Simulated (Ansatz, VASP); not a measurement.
**Se in two plane-wave programs**

Wanted: the spread between two codes on one cell, functional and k mesh. The cell is taken from a series of VASP runs on this material, whose earlier steps may have relaxed, scaled or displaced it; both programs get it as it stands. Other levels of theory on this material are compared in a session of their own.

Method: plane waves, with VASP 6.6.1 beside it; band structure at PBE, spin-orbit coupling, in Ansatz 0.2.0.

## 1. Set-up

Symmetry: P3_121, No. 152, trigonal system. The conventional cell has a = 4.366 Å, b = 4.366 Å, c = 4.954 Å, α = 90.00°, β = 90.00°, γ = 120.00°. Nearest to Se lie 2 Se at 2.41 Å.

## 2. Ansatz: band structure, PBE, spin-orbit coupling

Ansatz runs on its fully relativistic PAW (standard-fr) files.

Levels along a path test the potential and the projectors away from the mesh points.

Contents of input.yaml:

```yaml
crystal:
  lattice:
    - [4.366199949, 0.0, 0.0]
    - [-2.183099974, 3.781240074, 0.0]
    - [0.0, 0.0, 4.9536]
  atoms:
    - { symbol: Se, position: [0.2320588278, 0.0, 0.333333333] }
    - { symbol: Se, position: [0.0, 0.2320588278, 0.666666667] }
    - { symbol: Se, position: [0.7679411722, 0.7679411722, 0.0] }
hamiltonian:
  xc: pbe
  pseudopotentials: { kind: paw_fr }
magnetization:
  noncollinear: true
  spin_orbit: true
kpoints:
  mp_grid: { grid: [8, 8, 6] }
  band_path:
    path:
      - [0.0, 0.0, 0.0]
      - [0.13333, 0.0, 0.0]
      - [0.3, 0.0, 0.0]
      - [0.46667, 0.0, 0.0]
      - [0.46667, 0.06667, 0.0]
      - [0.41111, 0.17778, 0.0]
      - [0.35556, 0.28889, 0.0]
      - [0.28889, 0.28889, 0.0]
      - [0.17778, 0.17778, 0.0]
      - [0.06667, 0.06667, 0.0]
      - [0.0, 0.0, 0.03333]
      - [0.0, 0.0, 0.2]
      - [0.0, 0.0, 0.36667]
      - [0.0, 0.0, 0.43333]
      - [0.0, 0.0, 0.5]
      - [0.16667, 0.0, 0.5]
      - [0.3, 0.0, 0.5]
      - [0.46667, 0.0, 0.5]
      - [0.48889, 0.02222, 0.5]
      - [0.46667, 0.06667, 0.5]
      - [0.41111, 0.17778, 0.5]
      - [0.35556, 0.28889, 0.5]
      - [0.28889, 0.28889, 0.5]
      - [0.17778, 0.17778, 0.5]
      - [0.06667, 0.06667, 0.5]
      - [0.5, 0.0, 0.46667]
      - [0.5, 0.0, 0.3]
      - [0.5, 0.0, 0.13333]
      - [0.33333, 0.33333, 0.0]
      - [0.33333, 0.33333, 0.16667]
      - [0.33333, 0.33333, 0.33333]
      - [0.33333, 0.33333, 0.5]
    npoints: 1
scf:
  occupations: { method: gaussian, width: 0.02 }
  n_extra_bands: 14
output:
  forces: true
  stress: true
  eigenvalues: true
```

Launch:

```console
ansatz run input.yaml --threads 2 --pin off --max-ram 4608MiB --backend cpu --events-out ev --progress --plain --runs-dir out
```

Numbers of over 12 decimals in the logs are rounded to 6 here.

The log of the run:

```text
scf.n_extra_bands = 14 over 48 filled bands (N_el = 48.0): the run solves 62 bands
Engine: ansatz 0.2.0, aarch64-unknown-linux-gnu
Pseudopotentials: kind: paw_fr
Pseudopotential: Se, paw_fr, valence charge 16, recommended cutoff 420 eV (normal), Se.paw.azcp#standard-fr
Functional definition: PBE
  parameter kappa = 0.804
  parameter beta = 0.066725
  exchange = pbe_x(kappa = kappa, mu = beta*pi^2/3)
  correlation = pbe_c(beta = beta)
non-collinear run that drives no moment, with spin-orbit: no starting moment large enough to seed its density (crystal.atoms[].spin), no starting occupations that ask for one, no magnetisation constraint and no magnetic field, so the semilocal B_xc is pinned to zero
Crystal: 3 atoms, lattice volume = 81.782 Å³
Basis set: ecut = 420 eV, 1583 PW (Γ), exchange–correlation on 60×60×72 points (8 copies of the dense FFT grid, shifted against one another)
Bands: 62, of which v1, the nominal top of the filled ones, is band 48 counted from 1 (47 counted from 0)
Symmetry: 6 space group operations + 6 with time reversal
Magnetic group: BNS 152.34 (UNI 1264), of the structure as read, at distance tolerance 4.3e-5 Å
k-points: 50 of 384 (time reversal used)
Projection manifold: j_resolved (fully-relativistic pseudo-atomic orbitals)
Non-local potential: Se, projectors of the file, l = 0: 2, l = 1: 4, l = 2: 6, l = 3: 2
PAW form: soft (Blöchl's): semilocal exchange-correlation on the pseudo side does not see the compensation charge
PAW one-centre angular grid: Se, 590 points (default); XC on 96 Gauss nodes
Initial density: superposition of atomic densities (chi_scale 0.1, normalization cell)
Initial wavefunctions: pseudopotential atomic-orbital guess
Functional: x = pbe(κ = 0.804, μ = 0.219515), c = pbe(β = 0.066725)
SCF iter   1: F=—  HF=-16407.780042 eV  |F-HF|=—  |Δ(HF+E_count)|=         —  Δρ=2.71e-2  dr2=3.78e-1  dr2_m=0.00e0 (ungated)  ethr=3.10e-3  |M|=0.00e0 ∫|m|=0.00e0 μB  |m|>n=0.0e0 m-floor=0.0e0 τ_xc=0.0e0  β_m=0.30  ⟨swp⟩=8.9  Hψ=14525  notcnv=0  defer=32
preconditioner: auto → Resta (q_TF=auto, 2.496 Å⁻¹)  ε∞=3.2  [insulator: Δε(μ)=1.054 eV  Ē_g=11.649 eV  σ=0.020 eV  W_gap=1.00  n_scr=20 (ndim 8)  ℏωp=17.4 eV  f_vac=0.059  D(μ)=0.00/eV (n_scr^D=0)  ε∞_Penn≈3.2]
spin=Noncollinear: Resta preconditioning applied to the charge; magnetization (m_x, m_y, m_z) channels mix plain (no charge-response kernel on spin).
SCF iter   2: F=—  HF=-16407.744026 eV  |F-HF|=—  |Δ(HF+E_count)|=   3.60e-2  Δρ=1.96e-2  dr2=1.97e-1  dr2_m=0.00e0 (ungated)  ethr=7.88e-4  |M|=0.00e0 ∫|m|=0.00e0 μB  |m|>n=0.0e0 m-floor=0.0e0 τ_xc=0.0e0  β_m=0.65  ⟨swp⟩=2.0  Hψ=3819  notcnv=0  defer=183
SCF iter   3: F=—  HF=-16407.715445 eV  |F-HF|=—  |Δ(HF+E_count)|=   2.86e-2  Δρ=1.73e-3  dr2=2.11e-3  dr2_m=0.00e0 (ungated)  ethr=4.11e-4  |M|=0.00e0 ∫|m|=0.00e0 μB  |m|>n=0.0e0 m-floor=0.0e0 τ_xc=0.0e0  β_m=0.68  ⟨swp⟩=2.3  Hψ=3504  notcnv=0  defer=289
SCF iter   4: F=—  HF=-16407.716466 eV  |F-HF|=—  |Δ(HF+E_count)|=   1.02e-3  Δρ=6.62e-4  dr2=2.56e-4  dr2_m=0.00e0 (ungated)  ethr=4.40e-6  |M|=0.00e0 ∫|m|=0.00e0 μB  |m|>n=0.0e0 m-floor=0.0e0 τ_xc=0.0e0  β_m=0.76  ⟨swp⟩=2.0  Hψ=5408  notcnv=0  defer=396
SCF iter   5: F=—  HF=-16407.716783 eV  |F-HF|=—  |Δ(HF+E_count)|=   3.17e-4  Δρ=2.13e-4  dr2=3.91e-5  dr2_m=0.00e0 (ungated)  ethr=5.34e-7  |M|=0.00e0 ∫|m|=0.00e0 μB  |m|>n=0.0e0 m-floor=0.0e0 τ_xc=0.0e0  β_m=0.79  ⟨swp⟩=2.0  Hψ=5104  notcnv=0  defer=396
SCF iter   6: F=—  HF=-16407.716841 eV  |F-HF|=—  |Δ(HF+E_count)|=   5.86e-5  Δρ=5.34e-5  dr2=2.50e-6  dr2_m=0.00e0 (ungated)  ethr=8.15e-8  |M|=0.00e0 ∫|m|=0.00e0 μB  |m|>n=0.0e0 m-floor=0.0e0 τ_xc=0.0e0  β_m=0.90  ⟨swp⟩=2.0  Hψ=3604  notcnv=0  defer=396
SCF iter   7: F=-16407.716849 eV  HF=-16407.716849 eV  |F-HF|=1.29e-7  |Δ(HF+E_count)|=   7.07e-6  Δρ=8.55e-6  dr2=5.91e-8  dr2_m=0.00e0 (ungated)  ethr=2.08e-10  |M|=0.00e0 ∫|m|=0.00e0 μB  |m|>n=0.0e0 m-floor=0.0e0 τ_xc=0.0e0  ⟨swp⟩=8.7  Hψ=15163  notcnv=0
SCF 1 converged in 7 iterations: F = -16407.716849 eV  dr2 = 5.91e-8
  greatest PAW one-centre occupation: 0.999 electrons in one spin orbital (limit 2), on the Se atom at site 2 (counted from 0), in its partial waves of l = 2
NSCF: frozen V_eff on 32 k-points
SCF converged after 7 iterations
Magnetization: |M| = 0.0000 μB,  M = (+0.0000, +0.0000, +0.0000) μB
Absolute magnetization: 0.0000 μB (∫|m|)
  site 0: m = (+0.0000, +0.0000, +0.0000) μB, |m| = 0.0000 μB  (R = 0.99 Å)
  site 1: m = (+0.0000, +0.0000, +0.0000) μB, |m| = 0.0000 μB  (R = 0.99 Å)
  site 2: m = (+0.0000, +0.0000, +0.0000) μB, |m| = 0.0000 μB  (R = 0.99 Å)
Free energy (F): -16407.716849 eV
Harris-Foulkes:  -16407.716849 eV  (|F-HF|=1.29e-7)
Internal energy: -16407.716849 eV  (E = F + TS)
E sigma→0 (E₀):  -16407.716849 eV
Fermi energy:    7.398256 eV
--- Per-component energies (eV) ---
  E_band       = -1225.063487
  E_kinetic    = 351.241315
  E_local      = -7679.177663  (includes V_loc(G=0)·N_el)
  E_nonlocal   = -1782.459077
  E_hartree    = 3762.638485
  E_xc         = -310.648997
  E_vxc        = -291.773831  (∫ρ·V_xc dr)
  E_paw        = -5737.284769  (= ΣΔE_a)
  E_vpaw       = 651.834625  (= ΣTr[D̂ρ^β])
  E_aug_tail   = -0.001792  (compensation charges beyond the density's cutoff)
  E_ewald      = -5012.024351
  E_smearing   = -0.000000  (= −TS)
  E_closure    = 0.000000  (closes the sum)
  Σ components = -16407.716849   (vs F -16407.716849, Δ=0.00e0)
--- Forces (eV/Å), atoms counted from 1 ---
  atom   1  Se    -0.02014992     0.00000000    -0.00000000
  atom   2  Se     0.01007496    -0.01745035    -0.00000000
  atom   3  Se     0.01007496     0.01745035     0.00000000
  max |Σ_I F_I| component: 5.20e-17 eV/Å
--- Stress (GPa, compression-positive) ---
        0.702755      -0.000000      -0.000000
       -0.000000       0.702755       0.000000
       -0.000000       0.000000       2.175361
  P = ⅓ Tr σ = 1.1936 GPa (11.936 kbar)
--- Band table (eV; the first three rows and the last of 50) ---
  k-point 0: bands = [... 44 lower, 4.9158, 4.9158, 6.4282, 6.4282, 8.5409, 8.5409, 8.7093, 8.7093, ... 10 higher]
  k-point 1: bands = [... 44 lower, 5.1526, 5.2133, 6.2428, 6.2461, 8.3056, 8.3899, 8.4575, 8.5310, ... 10 higher]
  k-point 2: bands = [... 44 lower, 5.5554, 5.6094, 5.7891, 5.8020, 7.9449, 8.0611, 8.1187, 8.1620, ... 10 higher]
  k-point 49: bands = [... 44 lower, 6.2642, 6.2682, 6.8279, 6.8315, 8.0642, 8.0774, 9.3417, 9.3582, ... 10 higher]
```

Wall time 52 s (2 threads of Arm Neoverse V1, shared host); peak memory 0.76 GiB; 1.7 min of CPU time.

The column dr2 measures how far the density is from self-consistency, as an energy; F and HF (Harris–Foulkes) agree once it is small.

## 3. VASP: band structure, PBE, spin-orbit coupling

The same cell, functional, mesh and smearing now go to VASP, with its own data sets and cutoff.

Lines of VASP's logs that name or quote its potential files are left out, and so is its time.

Contents of INCAR:

```
SYSTEM = Se
PREC = Accurate
ENCUT = 400
EDIFF = 1E-06
NELM = 100
ISMEAR = 0
SIGMA = 0.02
LREAL = .FALSE.
ALGO = Normal
GGA = PE
LNONCOLLINEAR = .TRUE.
MAGMOM = 0 0 0 0 0 0 0 0 0
NBANDS = 30
GGA_COMPAT = .FALSE.
LASPH = .TRUE.
LSORBIT = .TRUE.
LORBIT = 11
LWAVE = .FALSE.
LCHARG = .FALSE.
KPAR = 4
ISIF = 2
```

Contents of POSCAR:

```
Se
1.0
    4.3661999490      0.0000000000      0.0000000000
   -2.1830999740      3.7812400740      0.0000000000
    0.0000000000      0.0000000000      4.9536000000
Se
3
Direct
    0.2320588278      0.0000000000      0.3333333330
    0.0000000000      0.2320588278      0.6666666670
    0.7679411722      0.7679411722      0.0000000000
```

Contents of KPOINTS:

```
Automatic mesh
0
Gamma
8 8 6
0 0 0
```

Contents of KPOINTS_OPT:

```
Line mode
16
Line-mode
Reciprocal
  0.00000000   0.00000000   0.00000000 GAMMA
  0.50000000   0.00000000   0.00000000 M

  0.50000000   0.00000000   0.00000000 M
  0.33333333   0.33333333   0.00000000 K

  0.33333333   0.33333333   0.00000000 K
  0.00000000   0.00000000   0.00000000 GAMMA

  0.00000000   0.00000000   0.00000000 GAMMA
  0.00000000   0.00000000   0.50000000 A

  0.00000000   0.00000000   0.50000000 A
  0.50000000   0.00000000   0.50000000 L

  0.50000000   0.00000000   0.50000000 L
  0.33333333   0.33333333   0.50000000 H

  0.33333333   0.33333333   0.50000000 H
  0.00000000   0.00000000   0.50000000 A

  0.50000000   0.00000000   0.50000000 L
  0.50000000   0.00000000   0.00000000 M

  0.33333333   0.33333333   0.00000000 K
  0.33333333   0.33333333   0.50000000 H
```

PAW data sets: Se (PBE family, release 64).

Launch:

```console
mpirun -np 4 vasp_ncl
```

The log of the run:

```text
[banner, memory and clock lines left out]
running    4 mpi-ranks, on    1 nodes
 distrk:  each k-point on    1 cores,    4 groups
 distr:  one band on    1 cores,    1 groups

 POSCAR found type information on POSCAR Se
 POSCAR found :  1 types and       3 ions
 LDA part: xc-table for (Slater+PW92), standard interpolation
 POSCAR, INCAR and KPOINTS ok, starting setup
 FFT: planning ... GRIDC
 FFT: planning ... GRID_SOFT
 FFT: planning ... GRID
 WAVECAR not read
 entering main loop
       N       E                     dE             d eps       ncg     rms          rms(c)
DAV:   1     0.805085078241E+02    0.80509E+02   -0.61595E+03  4440   0.814E+02
DAV:   2    -0.419623746305E+01   -0.84705E+02   -0.81154E+02  5762   0.160E+02
DAV:   3    -0.105674717012E+02   -0.63712E+01   -0.63156E+01  5506   0.469E+01
DAV:   4    -0.106302071133E+02   -0.62735E-01   -0.62689E-01  5406   0.548E+00
DAV:   5    -0.106307066885E+02   -0.49958E-03   -0.49954E-03  5402   0.490E-01    0.670E+00
DAV:   6    -0.105750312723E+02    0.55675E-01   -0.33536E-02  5250   0.122E+00    0.414E+00
DAV:   7    -0.105554891558E+02    0.19542E-01   -0.65549E-02  5136   0.167E+00    0.842E-01
DAV:   8    -0.105557029083E+02   -0.21375E-03   -0.47214E-03  5114   0.422E-01    0.176E-01
DAV:   9    -0.105554051248E+02    0.29778E-03   -0.11842E-03  5052   0.216E-01    0.737E-02
DAV:  10    -0.105555323415E+02   -0.12722E-03   -0.27671E-04  5130   0.998E-02    0.230E-02
DAV:  11    -0.105555428943E+02   -0.10553E-04   -0.78676E-06  5518   0.189E-02    0.944E-03
DAV:  12    -0.105555467545E+02   -0.38602E-05   -0.31806E-06  5046   0.119E-02    0.398E-03
DAV:  13    -0.105555475282E+02   -0.77367E-06   -0.61159E-07  3518   0.509E-03
   1 F= -.10555548E+02 E0= -.10555548E+02  d E =-.530093E-14  mag=     0.0000     0.0000     0.0000
 Start KPOINTS_OPT (optional k-point list driver)
k-point batch [1-74\144]
       N       E                     dE             ncg
DAV:   1     0.213705147685E+04   -0.15065E+05     4440
DAV:   2    -0.426169338424E+04   -0.63987E+04     5842
DAV:   3    -0.475333911776E+04   -0.49165E+03     5530
DAV:   4    -0.475822681515E+04   -0.48877E+01     5270
DAV:   5    -0.475826746565E+04   -0.40651E-01     5196
DAV:   6    -0.475826808293E+04   -0.61727E-03     5492
DAV:   7    -0.475826809377E+04   -0.10845E-04     4864
DAV:   8    -0.475826809406E+04   -0.28780E-06     3568
k-point batch [75-144\144]
       N       E                     dE             ncg
DAV:   1     0.286795096089E+04   -0.29914E+05     4200
DAV:   2    -0.284963397578E+04   -0.57176E+04     5588
DAV:   3    -0.326600015282E+04   -0.41637E+03     5148
DAV:   4    -0.327010525670E+04   -0.41051E+01     5080
DAV:   5    -0.327014094016E+04   -0.35683E-01     5010
DAV:   6    -0.327014150524E+04   -0.56508E-03     5248
DAV:   7    -0.327014151469E+04   -0.94447E-05     4780
DAV:   8    -0.327014151494E+04   -0.25700E-06     3394
```

(Part 1 of 2 ends here.)

[Lines on the potential files, build, host, timing and source positions are cut from VASP's logs without a mark.]

[Logs are printed without paths, hosts, clocks, repeated set-up lines and the standing remarks that a program may print on its own settings, such as how far it seeks lower states.]

[Hosts, paths, dates, database ids (printed as entryN), source tags and the programs' standing remarks are cut or masked in the printed files.]
